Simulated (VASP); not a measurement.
# GaB4 (P-43m) in VASP: a series of runs, part 2 of 2

VASP 6.6.1. The steps go on from the part before.

**5. Relaxation of cell and atoms, PBE (species swapped into the SnI4 type (P-43m, No. 215))**

Input file INCAR:

```
ALGO = Normal ; EDIFF = 1E-7
EDIFFG = -0.04 ; ENCUT = 600
GGA = PE ; IBRION = 2
ISIF = 3 ; ISMEAR = 0
LASPH = T ; LCHARG = F
LREAL = F ; LWAVE = F
NELM = 80 ; NSW = 90
PREC = Accurate ; SIGMA = 0.1
```

Input file KPOINTS:

```
k-points
0
Gamma
  6 6 6
```

Input file POSCAR:

```
GaB4
1.0
    3.7172718618      0.0000000000      0.0000000000
    0.0000000000      3.7172718618      0.0000000000
    0.0000000000      0.0000000000      3.7172718618
Ga B
1 4
Direct
    0.0000000000      0.0000000000      0.0000000000
    0.3342800730      0.3342800730      0.3342800730
    0.6657199270      0.6657199270      0.3342800730
    0.3342800730      0.6657199270      0.6657199270
    0.6657199270      0.3342800730      0.6657199270
```

Potentials or basis: VASP PAW PBE potentials, release 64 (Ga_d, B).

The run is started by

```bash
$ cat potpaw_PBE.64/Ga_d/POTCAR potpaw_PBE.64/B/POTCAR > POTCAR
$ mpirun -np 1 vasp_std > vasp.out
```

OUTCAR:

```text
EDIFF = 1E-7
   EDIFFG = -0.04
   ENCUT = 600
   GGA = PE
   IBRION = 2
   ISIF = 3
   ISMEAR = 0
   LASPH = T
   LREAL = F
   NELM = 80
   NSW = 90
   PREC = Accurate

 ion  position               nearest neighbor table
   1  0.000  0.000  0.000-   2 2.15   3 2.15   4 2.15   5 2.15
   2  0.334  0.334  0.334-   3 1.74   4 1.74   5 1.74   1 2.15
   3  0.666  0.666  0.334-   2 1.74   4 1.74   5 1.74   1 2.15
   4  0.334  0.666  0.666-   2 1.74   3 1.74   5 1.74   1 2.15
   5  0.666  0.334  0.666-   2 1.74   3 1.74   4 1.74   1 2.15

  LATTYP: Found a simple cubic cell.
 ALAT       =     3.7172718618

  Lattice vectors:

 A1 = (   3.7172718618,   0.0000000000,   0.0000000000)
 A2 = (   0.0000000000,   3.7172718618,   0.0000000000)
 A3 = (   0.0000000000,   0.0000000000,   3.7172718618)

Analysis of symmetry for initial positions (statically):
=====================================================================
 Subroutine PRICEL returns:
 Original cell was already a primitive cell.

 Routine SETGRP: Setting up the symmetry group for a
 simple cubic supercell.

 Subroutine GETGRP returns: Found 24 space group operations
[... 158 lines left out ...]
--------------------------------------- Ionic step        1  -------------------------------------------

 number of electron      24.9999985 magnetization

 Free energy of the ion-electron system (eV)
  ---------------------------------------------------
  ext. energy  EPLUGINS =         0.00000000
  ---------------------------------------------------
  free energy    TOTEN  =       -23.51061345 eV

  energy without entropy =      -23.49652359  energy(sigma->0) =      -23.50356852

------------------------ aborting loop because EDIFF is reached ----------------------------------------

  FORCE on cell =-STRESS in cart. coord.  units (eV):
  Direction    XX          YY          ZZ          XY          YZ          ZX
  --------------------------------------------------------------------------------------
  -------------------------------------------------------------------------------------
  Total        0.2646405      0.2646405      0.2646405     -0.0000000     -0.0000000      0.0000000
  in kB        8.2545589      8.2545589      8.2545589     -0.0000000     -0.0000000      0.0000000
  external PRESSURE =       8.2545589 kB  Pullay stress =       0.0000000 kB
[... 65 lines left out ...]
--------------------------------------- Ionic step        3  -------------------------------------------

 number of electron      24.9999989 magnetization

 Free energy of the ion-electron system (eV)
  ---------------------------------------------------
  ext. energy  EPLUGINS =         0.00000000
  ---------------------------------------------------
  free energy    TOTEN  =       -23.51320446 eV

  energy without entropy =      -23.49867040  energy(sigma->0) =      -23.50593743

 E-fermi :   4.6594     XC(G=0): -11.2055

 val. band max:        4.6276465702   @ k =   0.5000   0.3333   0.0000
 cond. band min:       4.6734716229   @ k =   0.5000   0.5000   0.0000
 fundamental gap:      0.0458250526
 Fermi energy:         4.6593597925

 k-point     1 :       0.0000    0.0000    0.0000
  band No.  band energies     occupation
      1      -9.1320      2.00000
      2      -9.0782      2.00000
      3      -9.0782      2.00000
      4      -9.0782      2.00000
      5      -9.0730      2.00000
      6      -9.0730      2.00000
[... 401 lines left out ...]
  FREE ENERGIE OF THE ION-ELECTRON SYSTEM (eV)
  ---------------------------------------------------
  free  energy   TOTEN  =       -23.5132044624 eV

  energy  without entropy=      -23.4986704012  energy(sigma->0) =      -23.50593743

 reached required accuracy - stopping structural energy minimisation
```

CONTCAR:

```text
GaB4
   1.00000000000000
     3.7260950908037089   -0.0000000000000000    0.0000000000000000
    -0.0000000000000000    3.7260950908037089   -0.0000000000000000
    -0.0000000000000000   -0.0000000000000000    3.7260950908037089
  Ga              B
     1     4
Direct
     0.0000000000000000    0.0000000000000000    0.0000000000000000
     0.3352299551679858    0.3352299551679858    0.3352299551679858
     0.6647700448320143    0.6647700448320143    0.3352299551679858
     0.3352299551679858    0.6647700448320143    0.6647700448320143
     0.6647700448320143    0.3352299551679858    0.6647700448320143

  0.00000000E+00  0.00000000E+00  0.00000000E+00
  0.00000000E+00  0.00000000E+00  0.00000000E+00
  0.00000000E+00  0.00000000E+00  0.00000000E+00
  0.00000000E+00  0.00000000E+00  0.00000000E+00
  0.00000000E+00  0.00000000E+00  0.00000000E+00
```

Run time: 20 s. Hardware: 1 thread of Intel Xeon 6975P-C (Granite Rapids), shared host; peak memory 0.17 GiB.

What came out:

```
Free energy                            : -23.5132 eV
Relaxed volume                         : 10.35 Å³/atom
Relaxed cell                           : a = 3.726 Å, b = 3.726 Å, c = 3.726 Å, α = 90.00°, β = 90.00°, γ = 90.00°
Space group after relaxing (to 0.05 Å) : P-43m (No. 215)
Energy gained by relaxing              : 0.5 meV/atom
Ionic steps                            : 3
Pressure after relaxing                : 0.4 GPa
Largest force after relaxing           : 0.034 eV/Å
Band gap on the k mesh                 : none (metal or under the smearing width)
```

Forces on the atoms (eV/Å):
```
Ga   0.000  0.000  0.000
B   -0.020 -0.020 -0.020
B    0.020  0.020 -0.020
B   -0.020  0.020  0.020
B    0.020 -0.020  0.020
```

The path:
```
step  energy change (eV)  largest force (eV/Å)  pressure (GPa)  volume (Å³)
   1              0.0000                0.1363            0.83        51.37
   2             -0.0026                0.0473            0.33        51.76
   3             -0.0026                0.0343            0.37        51.73
```

Final structure:
```cif
data_structure
_symmetry_space_group_name_H-M 'P 1'
_symmetry_Int_Tables_number 1
_cell_length_a 3.7261
_cell_length_b 3.7261
_cell_length_c 3.7261
_cell_angle_alpha 90.000
_cell_angle_beta 90.000
_cell_angle_gamma 90.000
_cell_volume 51.73
loop_
_atom_site_label
_atom_site_type_symbol
_atom_site_fract_x
_atom_site_fract_y
_atom_site_fract_z
_atom_site_occupancy
Ga1 Ga 0.00000 0.00000 0.00000 1
B1 B 0.33523 0.33523 0.33523 1
B2 B 0.66477 0.66477 0.33523 1
B3 B 0.33523 0.66477 0.66477 1
B4 B 0.66477 0.33523 0.66477 1
```

Levels at points of the mesh, in eV from the Fermi level:
```
           k point  band 9  band 10  band 11  band 12  band 13  band 14  band 15  band 16
(0.00, 0.00, 0.00)   -3.51    -3.51    -2.11    -2.11     1.20     1.20     1.20     5.88
(0.50, 0.00, 0.00)   -2.44    -2.44    -1.89    -1.28    -0.61    -0.61     3.35     3.61
(0.50, 0.50, 0.00)   -6.71    -2.06    -2.05     0.01     0.01     1.70     4.52     4.56
(0.50, 0.50, 0.50)   -5.91    -4.78    -3.78    -3.78    -3.78     4.94     4.94     6.22
```

**6. Single point, PBE (species swapped into the SnI4 type (P-43m, No. 215))**

Input file INCAR:

```
PREC = Accurate
ENCUT = 520
EDIFF = 1E-7
ISMEAR = 0
SIGMA = 0.1
LREAL = F
LASPH = T
NELM = 60
ALGO = Normal
ISIF = 2
LWAVE = F
LCHARG = F
GGA = PE
NBANDS = 20
```

Input file KPOINTS:

```
Automatic mesh
0
Gamma
  4 4 4
```

POSCAR is that of step 5.

Potentials or basis: VASP PAW PBE potentials, release 64 (Ga_d, B).

The run is started by

```bash
$ cat potpaw_PBE.64/Ga_d/POTCAR potpaw_PBE.64/B/POTCAR > POTCAR
$ mpirun -np 1 vasp_std > vasp.out
```

Run time: 5.3 s. Hardware: 1 thread of Intel Xeon 6975P-C (Granite Rapids), shared host; peak memory 0.15 GiB.

The run converged. Its results:

| Quantity | Value |
| --- | --- |
| Free energy | -23.7215 eV |
| Pressure | 0.1 GPa |
| Largest force | 0.019 eV/Å |
| Band gap on the k mesh | none (metal or under the smearing width) |

Forces in eV/Å, atoms in the order of the input:
```
Ga   0.000  0.000  0.000
B   -0.011 -0.011 -0.011
B    0.011  0.011 -0.011
B   -0.011  0.011  0.011
B    0.011 -0.011  0.011
```

Levels at points of the mesh, in eV from the Fermi level:
```csv
k point,band 11,band 12,band 13,band 14,band 15,band 16
"(0.00, 0.00, 0.00)",-2.14,-2.14,1.22,1.22,1.22,6.03
"(0.50, 0.00, 0.00)",-1.87,-1.29,-0.62,-0.62,3.31,3.66
"(0.50, 0.50, 0.00)",-1.99,0.02,0.02,1.70,4.51,4.51
"(0.50, 0.50, 0.50)",-3.81,-3.81,-3.81,5.01,5.01,6.39
```

Caveat: the k mesh is coarse (spacing up to 0.42 Å⁻¹), so the values aren't converged.

**7. Relaxation of cell and atoms, PBE (species swapped into the SnI4 type (P-43m, No. 215))**

Input file INCAR:

```
PREC     = Accurate       # precision mode
ENCUT    = 600            # plane-wave cutoff, eV
EDIFF    = 1E-6           # SCF threshold, eV
ISMEAR   = 0              # smearing method
SIGMA    = 0.1            # smearing width, eV
LREAL    = False          # projectors in reciprocal space
LASPH    = True           # aspherical terms in the spheres
NELM     = 60             # most SCF steps
ALGO     = Normal         # electronic algorithm
ISIF     = 3              # what is computed and relaxed
LWAVE    = False          # write WAVECAR
LCHARG   = False          # write CHGCAR
GGA      = PE             # functional
IBRION   = 2              # ionic algorithm
NSW      = 90             # ionic steps
EDIFFG   = -0.04          # ionic threshold
```

Input file KPOINTS:

```
regular mesh
0
Gamma
  4 4 4
```

Input file POSCAR:

```
GaB4
1.0
    3.7786215900      0.0000000000      0.0000000000
    0.0000000000      3.7786215900      0.0000000000
    0.0000000000      0.0000000000      3.7786215900
Ga B
1 4
Direct
    0.0000000000      0.0000000000      0.0000000000
    0.2500000000      0.2500000000      0.2500000000
    0.7500000000      0.7500000000      0.2500000000
    0.2500000000      0.7500000000      0.7500000000
    0.7500000000      0.2500000000      0.7500000000
```

The run is started by

```bash
$ cat potpaw_PBE.64/Ga_d/POTCAR potpaw_PBE.64/B/POTCAR > POTCAR
$ mpirun -np 1 vasp_std > vasp.out
```

Run time: 35 s. Hardware: 1 thread of Intel Xeon 6975P-C (Granite Rapids), shared host; peak memory 0.17 GiB.

The run converged. Its results:

* Free energy: -23.7251 eV
* Relaxed volume: 10.27 Å³/atom
* Relaxed cell: a = 3.717 Å, b = 3.717 Å, c = 3.717 Å, α = 90.00°, β = 90.00°, γ = 90.00°
* Space group after relaxing (to 0.05 Å): P-43m (No. 215)
* Energy gained by relaxing: 2677.3 meV/atom
* Ionic steps: 9
* Pressure after relaxing: 0.0 GPa
* Band gap on the k mesh: none (metal or under the smearing width)

The path:
```
step  energy change (eV)  largest force (eV/Å)  pressure (GPa)  volume (Å³)
   1              0.0000               13.1502           53.31        53.95
   2             -9.8980                1.6140          -21.05        87.12
   3            -10.0300                2.4720          -24.50        73.50
   4            -13.2131                0.4928           -7.69        56.52
   5            -13.2210                0.8407           -5.75        55.92
   6            -13.3701                0.0474           -3.43        52.94
   7            -13.3774                0.2861           -2.46        52.19
   8            -13.3792                0.2375            2.42        50.62
   9            -13.3865                0.0200            0.05        51.35
```

Final structure:
```xyz
5
Lattice="3.7170 0.0000 0.0000 0.0000 3.7170 0.0000 0.0000 0.0000 3.7170" Properties=species:S:1:pos:R:3 pbc="T T T"
Ga    0.0000    0.0000    0.0000
B     1.2419    1.2419    1.2419
B     2.4751    2.4751    1.2419
B     1.2419    2.4751    2.4751
B     2.4751    1.2419    2.4751
```

Levels at points of the mesh, in eV from the Fermi level:
```csv
k point,band 11,band 12,band 13,band 14,band 15,band 16
"(0.00, 0.00, 0.00)",-2.14,-2.14,1.22,1.22,1.22,6.05
"(0.50, 0.00, 0.00)",-1.87,-1.29,-0.63,-0.63,3.30,3.66
"(0.50, 0.50, 0.00)",-1.98,0.02,0.02,1.70,4.51,4.51
"(0.50, 0.50, 0.50)",-3.82,-3.82,-3.82,5.01,5.01,6.41
```

Caveat: the k mesh is coarse (spacing up to 0.42 Å⁻¹), so the values aren't converged.

**8. Overview**

| task | cell | k mesh | cutoff (eV) | mesh quality | gap on the mesh (eV) | pressure (GPa) | relaxed volume (Å³/atom) | largest force (eV/Å) |
| --- | --- | --- | --- | --- | --- | --- | --- | --- |
| single point | species swapped into the SnI4 type (P-43m, No. 215) | 10 × 10 × 10 | 520 | not flagged | none | 0.0 | - | 0.01 |
| relaxation of cell and atoms | relaxed from: species swapped into the SnI4 type (P-43m, No. 215) | 10 × 10 × 10 | 600 | not flagged | none | 0.0 | 10.35 | - |
| single point | species swapped into the SnI4 type (P-43m, No. 215) | 6 × 6 × 6 | 520 | not flagged | none | -0.1 | - | - |
| relaxation of cell and atoms | relaxed from: species swapped into the SnI4 type (P-43m, No. 215) | 6 × 6 × 6 | 600 | not flagged | none | 0.4 | 10.35 | 0.03 |
| single point | species swapped into the SnI4 type (P-43m, No. 215) | 4 × 4 × 4 | 520 | coarse | none | 0.1 | - | 0.02 |
| relaxation of cell and atoms | relaxed from: species swapped into the SnI4 type (P-43m, No. 215) | 4 × 4 × 4 | 600 | coarse | none | 0.0 | 10.27 | - |

Alike in all rows: level PBE; potentials or basis VASP PAW PBE potentials, release 64 (Ga_d, B); no spin polarisation; smearing gaussian 0.1 eV.

Caveats: some runs use coarse meshes.

Total energies depend on the potentials used, so only differences within one code and one set of settings carry meaning.
